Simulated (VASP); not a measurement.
Input of a VASP 6.6.1 run:

POSCAR

```
NiMoIrPdW
1.0
    4.1170500000      0.0000000000      0.0000000000
   -2.0585300000      3.5654700000      0.0000000000
    0.0000000000      0.0000000000      5.4458000000
Ni Mo Pd Ir W
1 1 1 1 1
Direct
    0.0000000000      0.0000000000      0.9577500000
    0.6666700000      0.3333300000      0.9616100000
    0.6666700000      0.3333300000      0.4629500000
    0.3333300000      0.6666700000      0.7257200000
    0.3333300000      0.6666700000      0.2364200000
```

INCAR.step1

```
SYSTEM = NiMoIrPdW
PREC = Accurate
ENCUT = 600
EDIFF = 1E-8
ISMEAR = -1
SIGMA = 0.05
LREAL = .FALSE.
LASPH = .TRUE.
NELM = 150
ALGO = Normal
ISIF = 3
LWAVE = .FALSE.
LCHARG = .FALSE.
ISPIN = 2
MAGMOM = 1 1 0 0.6 0
LORBIT = 11
LMAXMIX = 4
GGA = PE
KPAR = 8
IBRION = 2
NSW = 40
EDIFFG = -0.002
```

The input INCAR.step2:

```
SYSTEM = NiMoIrPdW
PREC = Accurate
ENCUT = 600
EDIFF = 1E-8
ISMEAR = -1
SIGMA = 0.05
LREAL = .FALSE.
LASPH = .TRUE.
NELM = 150
ALGO = Normal
ISIF = 2
LWAVE = .FALSE.
LCHARG = .FALSE.
ISPIN = 2
MAGMOM = 1 1 0 0.6 0
LORBIT = 11
LMAXMIX = 4
GGA = PE
KPAR = 8
IBRION = 6
NFREE = 2
POTIM = 0.015
NSW = 1
```

Contents of KPOINTS:

```
regular mesh
0
G
  8 8 5
  0 0 0
```

Potentials or basis: VASP PAW PBE potentials, release 64 (Ni, Mo_sv, Pd, Ir, W_sv).

Run with:

```console
$ cat potpaw_PBE.64/Ni/POTCAR potpaw_PBE.64/Mo_sv/POTCAR potpaw_PBE.64/Pd/POTCAR potpaw_PBE.64/Ir/POTCAR potpaw_PBE.64/W_sv/POTCAR > POTCAR
$ cp INCAR.step1 INCAR
$ mpirun -np 8 vasp_std > vasp.out
$ cp CONTCAR POSCAR
$ cp INCAR.step2 INCAR
$ mpirun -np 8 vasp_std > vasp.out
```

(1) Estimate the highest phonon frequency at Γ, LO-TO splitting left out.

(2) Estimate the relaxed cell.

(3) Estimate the net moment.

Answers

(1) 302 cm⁻¹.

(2) a = 4.118 Å, b = 4.118 Å, c = 5.447 Å, α = 90.00°, β = 90.00°, γ = 120.00°.

(3) 0.00 μB per cell.
